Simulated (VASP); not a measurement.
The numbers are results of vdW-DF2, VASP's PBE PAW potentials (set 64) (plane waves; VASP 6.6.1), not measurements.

VASP ran on this input.

**INCAR**
```
AGGAC = 0.0
ALGO = Normal
EDIFF = 1E-7
ENCUT = 520
GGA = ML
ICHARG = 11
ISMEAR = 0
LASPH = .TRUE.
LCHARG = .FALSE.
LORBIT = 11
LREAL = .FALSE.
LUSE_VDW = .TRUE.
LWAVE = .FALSE.
NELM = 100
PREC = Accurate
SIGMA = 0.05
SYSTEM = NaCl
ZAB_VDW = -1.8867
```

File POSCAR:
```
NaCl
1
   -0.0000000000     2.8317689540     2.8317689540
    2.8317689540    -0.0000000000     2.8317689540
    2.8317689540     2.8317689540     0.0000000000
Na Cl
1 1
Direct
  0.0000000000   0.0000000000   0.0000000000
  0.5000000000   0.5000000000   0.5000000000
```

File KPOINTS:
```
k-points along high-symmetry lines
15
Line-mode
Reciprocal
  0.000000   0.000000   0.000000 ! GAMMA
  0.500000   0.000000   0.500000 ! X

  0.500000   0.000000   0.500000 ! X
  0.625000   0.250000   0.625000 ! U

  0.375000   0.375000   0.750000 ! K
  0.000000   0.000000   0.000000 ! GAMMA

  0.000000   0.000000   0.000000 ! GAMMA
  0.500000   0.500000   0.500000 ! L

  0.500000   0.500000   0.500000 ! L
  0.500000   0.250000   0.750000 ! W

  0.500000   0.250000   0.750000 ! W
  0.500000   0.000000   0.500000 ! X
```

POTCAR, in this order: Na_pv Cl (PBE.64 set). Program: vasp_std. Read from the step before: CHGCAR.

What VASP printed:

### OSZICAR
```
       N       E                     dE             d eps       ncg     rms          rms(c)
DAV:   1     0.947454065249E+02    0.94745E+02   -0.74276E+03  1997   0.129E+03
DAV:   2     0.523937275658E+01   -0.89506E+02   -0.82845E+02  2258   0.276E+02
DAV:   3    -0.287995132616E+01   -0.81193E+01   -0.80614E+01  2414   0.809E+01
DAV:   4    -0.305154537221E+01   -0.17159E+00   -0.17141E+00  2195   0.127E+01
DAV:   5    -0.305533567770E+01   -0.37903E-02   -0.37899E-02  2453   0.189E+00
DAV:   6    -0.305546534407E+01   -0.12967E-03   -0.12966E-03  2368   0.355E-01
DAV:   7    -0.305547085362E+01   -0.55096E-05   -0.55095E-05  2652   0.662E-02
DAV:   8    -0.305547104374E+01   -0.19012E-06   -0.19008E-06  2277   0.104E-02
DAV:   9    -0.305547105144E+01   -0.76948E-08   -0.77137E-08  1756   0.181E-03
   1 F= -.30554711E+01 E0= -.30554711E+01  d E =-.429821E-15
```

File OUTCAR:
```
 val. band max:       -1.0216124609   @ k =   0.0000   0.0000   0.0000

 cond. band min:       3.8922350903   @ k =   0.0000   0.0000   0.0000



 k-point     1 :       0.0000    0.0000    0.0000
  band No.  band energies     occupation
      1     -22.3015      2.00000
      2     -22.3015      2.00000
      3     -22.3015      2.00000
      4     -13.6771      2.00000
      5      -1.0216      2.00000
      6      -1.0216      2.00000
      7      -1.0216      2.00000
      8       3.8922      0.00000
      9      10.0224      0.00000
     10      10.0224      0.00000
     11      10.0224      0.00000

 k-point     2 :       0.0357    0.0000    0.0357
  band No.  band energies     occupation
      1     -22.3018      2.00000
      2     -22.3016      2.00000
      3     -22.3016      2.00000
      4     -13.6721      2.00000
      5      -1.0590      2.00000
      6      -1.0300      2.00000
      7      -1.0300      2.00000
      8       3.9522      0.00000
      9       9.9388      0.00000
     10      10.0517      0.00000
     11      10.0517      0.00000

 k-point     3 :       0.0714    0.0000    0.0714
  band No.  band energies     occupation
      1     -22.3027      2.00000
      2     -22.3018      2.00000
      3     -22.3018      2.00000
      4     -13.6571      2.00000
      5      -1.1642      2.00000
      6      -1.0544      2.00000
      7      -1.0544      2.00000
      8       4.1243      0.00000
      9       9.7165      0.00000
     10      10.1385      0.00000
     11      10.1385      0.00000

 k-point     4 :       0.1071    0.0000    0.1071
  band No.  band energies     occupation
      1     -22.3042      2.00000
      2     -22.3023      2.00000
      3     -22.3023      2.00000
      4     -13.6332      2.00000
      5      -1.3198      2.00000
      6      -1.0932      2.00000
      7      -1.0932      2.00000
      8       4.3890      0.00000
      9       9.4124      0.00000
     10      10.2803      0.00000
...
```

The density is held fixed in this step, so its total energy and stress have no physical meaning.

The compound is NaCl in the rock salt structure. It was relaxed first.
